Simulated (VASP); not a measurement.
Output of a VASP run:

File OUTCAR:
```
 ion  position               nearest neighbor table
   1  0.500  0.500  0.500-   2 2.38   2 2.38   2 2.38   2 2.38   2 2.38   2 2.38   2 2.38   2 2.38
  LATTYP: Found a simple cubic cell.
 ALAT       =     2.7504761040
 Subroutine PRICEL returns:
 Original cell was already a primitive cell.
 Subroutine GETGRP returns: Found 48 space group operations
The static configuration has the point symmetry O_h .
The dynamic configuration has the point symmetry O_h .
 Subroutine INISYM returns: Found 48 space group operations
 Subroutine IBZKPT returns following result:
 Found     84 irreducible k-points:

 Following reciprocal coordinates:
            Coordinates               Weight
  0.000000  0.000000  0.000000      1.000000
  0.076923  0.000000  0.000000      6.000000
  0.153846  0.000000  0.000000      6.000000
  0.230769  0.000000  0.000000      6.000000
  0.307692  0.000000  0.000000      6.000000
  0.384615  0.000000  0.000000      6.000000
  0.461538  0.000000  0.000000      6.000000
  0.076923  0.076923  0.000000     12.000000
  0.153846  0.076923  0.000000     24.000000
  0.230769  0.076923  0.000000     24.000000
  0.307692  0.076923  0.000000     24.000000
  0.384615  0.076923  0.000000     24.000000
  0.461538  0.076923  0.000000     24.000000
  0.153846  0.153846  0.000000     12.000000
  0.230769  0.153846  0.000000     24.000000
  0.307692  0.153846  0.000000     24.000000
  0.384615  0.153846  0.000000     24.000000
  0.461538  0.153846  0.000000     24.000000
  0.230769  0.230769  0.000000     12.000000
  0.307692  0.230769  0.000000     24.000000
  0.384615  0.230769  0.000000     24.000000
  0.461538  0.230769  0.000000     24.000000
  0.307692  0.307692  0.000000     12.000000
  0.384615  0.307692  0.000000     24.000000
  0.461538  0.307692  0.000000     24.000000
  0.384615  0.384615  0.000000     12.000000
  0.461538  0.384615  0.000000     24.000000
  0.461538  0.461538  0.000000     12.000000
  0.076923  0.076923  0.076923      8.000000
  0.153846  0.076923  0.076923     24.000000
  0.230769  0.076923  0.076923     24.000000
  0.307692  0.076923  0.076923     24.000000
  0.384615  0.076923  0.076923     24.000000
  0.461538  0.076923  0.076923     24.000000
  0.153846  0.153846  0.076923     24.000000
  0.230769  0.153846  0.076923     48.000000
  0.307692  0.153846  0.076923     48.000000
  0.384615  0.153846  0.076923     48.000000
  0.461538  0.153846  0.076923     48.000000
  0.230769  0.230769  0.076923     24.000000
   k-points           NKPTS =     84   k-points in BZ     NKDIM =     84   number of bands    NBANDS=      9
   number of dos      NEDOS =    301   number of ions     NIONS =      2
   total plane-waves  NPLWV =   8000
   dimension x,y,z NGX =    20 NGY =   20 NGZ =   20
   dimension x,y,z NGXF=    40 NGYF=   40 NGZF=   40
   ions per type =               1   1
   PREC   = accura    normal or accurate (medium, high low for compatibility)
   ISTART =      0    job   : 0-new  1-cont  2-samecut
   ICHARG =      2    charge: 1-file 2-atom 10-const
   ISPIN  =      1    spin polarized calculation?
   LNONCOLLINEAR =      F non collinear calculations
   LSORBIT =      F    spin-orbit coupling
   INIWAV =      1    electr: 0-lowe 1-rand  2-diag
   ENCUT  =  500.0 eV  36.75 Ry    6.06 a.u.   5.01  5.01  5.01*2*pi/ulx,y,z
   NELM   =    100;   NELMIN=  2; NELMDL= -5     # of ELM steps
   EDIFF  = 0.1E-05   stopping-criterion for ELM
   LREAL  =      F    real-space projection
   NLSPLINE    = F    spline interpolate recip. space projectors
   LMAXMIX     =    4 max onsite mixed and CHGCAR
   VOSKOWN=      0    Vosko Wilk Nusair interpolation
   EDIFFG = -.2E-01   stopping-criterion for IOM
   NSW    =     40    number of steps for IOM
   NBLOCK =      1;   KBLOCK =     40    inner block; outer block
   IBRION =      2    ionic relax: 0-MD 1-quasi-New 2-CG
   NFREE  =      1    steps in history (QN), initial steepest desc. (CG)
...
```

**OSZICAR**
```
...
DAV:   1     0.325978854383E+02    0.32598E+02   -0.50476E+03  1528   0.123E+03
DAV:   2    -0.131372215961E+02   -0.45735E+02   -0.43813E+02  1512   0.182E+02
DAV:   3    -0.143233119197E+02   -0.11861E+01   -0.11676E+01  1831   0.402E+01
DAV:   4    -0.143457824211E+02   -0.22471E-01   -0.22445E-01  1972   0.505E+00
DAV:   5    -0.143461546946E+02   -0.37227E-03   -0.37221E-03  1843   0.563E-01    0.152E+01
DAV:   6    -0.152869935335E+02   -0.94084E+00   -0.60719E+01  1707   0.129E+02    0.146E+01
DAV:   7    -0.124375774095E+02    0.28494E+01   -0.27326E+01  1649   0.785E+01    0.257E+00
DAV:   8    -0.123912760876E+02    0.46301E-01   -0.21428E-01  1776   0.645E+00    0.126E+00
DAV:   9    -0.123773062947E+02    0.13970E-01   -0.34189E-02  1918   0.277E+00    0.292E-01
DAV:  10    -0.123770584826E+02    0.24781E-03   -0.88223E-04  2048   0.467E-01    0.177E-01
DAV:  11    -0.123770408090E+02    0.17674E-04   -0.33604E-05  1682   0.618E-02    0.248E-02
DAV:  12    -0.123770411424E+02   -0.33338E-06   -0.41142E-06  1245   0.340E-02
   1 F= -.65328345E+01 E0= -.65326635E+01  d E =-.653283E+01
       N       E                     dE             d eps       ncg     rms          rms(c)
DAV:   1    -0.136707615439E+02   -0.12937E+01   -0.45222E+01  1583   0.136E+02    0.165E+01
DAV:   2    -0.135738074496E+02    0.96954E-01   -0.51697E+01  1679   0.129E+02    0.120E+01
DAV:   3    -0.114720392202E+02    0.21018E+01   -0.19277E+01  1652   0.734E+01    0.254E+00
DAV:   4    -0.114215236440E+02    0.50516E-01   -0.20004E-01  1881   0.620E+00    0.141E+00
DAV:   5    -0.114035213153E+02    0.18002E-01   -0.40397E-02  1979   0.245E+00    0.275E-01
DAV:   6    -0.114035068881E+02    0.14427E-04   -0.87448E-04  1743   0.470E-01    0.126E-01
DAV:   7    -0.114035242678E+02   -0.17380E-04   -0.90625E-05  1987   0.150E-01    0.483E-03
DAV:   8    -0.114035241801E+02    0.87740E-07   -0.11916E-06  1027   0.159E-02
   2 F= -.63518202E+01 E0= -.63518630E+01  d E =0.181014E+00
       N       E                     dE             d eps       ncg     rms          rms(c)
DAV:   1    -0.133147662017E+02   -0.19112E+01   -0.23424E+01  1570   0.101E+02    0.101E+01
DAV:   2    -0.139004280571E+02   -0.58566E+00   -0.38264E+01  1851   0.101E+02    0.111E+01
DAV:   3    -0.121867980346E+02    0.17136E+01   -0.10720E+01  1745   0.573E+01    0.187E+00
DAV:   4    -0.121777562480E+02    0.90418E-02   -0.48749E-02  1611   0.258E+00    0.142E+00
DAV:   5    -0.121660068440E+02    0.11749E-01   -0.16229E-02  1869   0.121E+00    0.194E-01
DAV:   6    -0.121660827474E+02   -0.75903E-04   -0.22570E-04  1607   0.157E-01    0.642E-02
DAV:   7    -0.121660805777E+02    0.21697E-05   -0.12240E-04  1878   0.188E-01    0.845E-03
DAV:   8    -0.121660798992E+02    0.67851E-06   -0.22917E-06   861   0.266E-02
   3 F= -.65793726E+01 E0= -.65792557E+01  d E =-.465380E-01
       N       E                     dE             d eps       ncg     rms          rms(c)
DAV:   1    -0.121587303324E+02    0.73502E-02   -0.42855E-03  1582   0.133E+00    0.142E-01
DAV:   2    -0.121588282834E+02   -0.97951E-04   -0.65968E-03  1713   0.138E+00    0.146E-01
DAV:   3    -0.121585179216E+02    0.31036E-03   -0.22161E-03  1700   0.807E-01    0.176E-02
DAV:   4    -0.121585144463E+02    0.34753E-05   -0.11527E-05  1583   0.350E-02    0.253E-03
DAV:   5    -0.121585144339E+02    0.12375E-07   -0.31422E-07   779   0.850E-03
   4 F= -.65794259E+01 E0= -.65793109E+01  d E =-.465914E-01
```

OUTCAR:
```
------------------------ aborting loop because EDIFF is reached ----------------------------------------
  FORCE on cell =-STRESS in cart. coord.  units (eV):
  Direction    XX          YY          ZZ          XY          YZ          ZX
  --------------------------------------------------------------------------------------
  Total        5.5732707      5.5732707      5.5732707     -0.0000000      0.0000000     -0.0000000
  in kB      449.5307464    449.5307464    449.5307464     -0.0000000      0.0000000     -0.0000000
  external PRESSURE =      -0.4692536 kB  Pullay stress =     450.0000000 kB
  volume of cell :       19.86
      direct lattice vectors                 reciprocal lattice vectors
     2.708239741 -0.000000000  0.000000000     0.369243529  0.000000000  0.000000000
    -0.000000000  2.708239741  0.000000000     0.000000000  0.369243529  0.000000000
    -0.000000000 -0.000000000  2.708239741    -0.000000000 -0.000000000  0.369243529
 POSITION                                       TOTAL-FORCE (eV/Angst)
 -----------------------------------------------------------------------------------
      1.35412      1.35412      1.35412        -0.000000     -0.000000      0.000000
      0.00000      0.00000      0.00000         0.000000      0.000000      0.000000
 -----------------------------------------------------------------------------------
    total drift:                               -0.000000      0.000000     -0.000000
  FREE ENERGIE OF THE ION-ELECTRON SYSTEM (eV)
  ---------------------------------------------------
  free  energy   TOTEN  =       -12.1585144339 eV

  energy  without entropy=      -12.1581692643  energy(sigma->0) =      -12.15839938
  enthalpy is  TOTEN    =        -6.5794259251 eV   P V=        5.5790885088

 reached required accuracy - stopping structural energy minimisation
```
(Selected blocks of OUTCAR.)

File POSCAR:
```
FeAl
1
    2.7504761040     0.0000000000     0.0000000000
    0.0000000000     2.7504761040     0.0000000000
    0.0000000000     0.0000000000     2.7504761040
Al Fe
1 1
Direct
  0.5000000000   0.5000000000   0.5000000000
  0.0000000000   0.0000000000   0.0000000000
```

Question: Write an INCAR and KPOINTS that could have produced this output.

Answer: This is not unique; one that fits is the input of the run itself, PBE GGA, plane waves, VASP's PBE PAW potentials (set 64).

KPOINTS:
```
Automatic mesh
0
Gamma
13 13 13
0 0 0
```

### INCAR
```
# general
SYSTEM  = FeAl
PREC    = Accurate
ENCUT   = 500
LREAL   = .FALSE.
LASPH   = .TRUE.

# electronic loop
EDIFF   = 1E-6
NELM    = 100
ALGO    = Normal
LMAXMIX = 4

# smearing
ISMEAR  = 1
SIGMA   = 0.1

# functional
GGA     = PE

# ions
IBRION  = 2
NSW     = 40
ISIF    = 3
EDIFFG  = -0.02
PSTRESS = 450

# output
LWAVE   = .FALSE.
LCHARG  = .FALSE.
```

POTCAR, in this order: Al Fe (PBE.64 set). Program: vasp_std.

Energy and stress use the plane-wave basis of the starting cell.

The compound is FeAl in the CsCl type structure. This run relaxes it under an external pressure of 45 GPa. Symmetry was kept, so distortions that lower it aren't found. The run is not spin-polarised, so no magnetic state was tried. The electron count is odd and the run is not spin-polarised, which forces a metal.
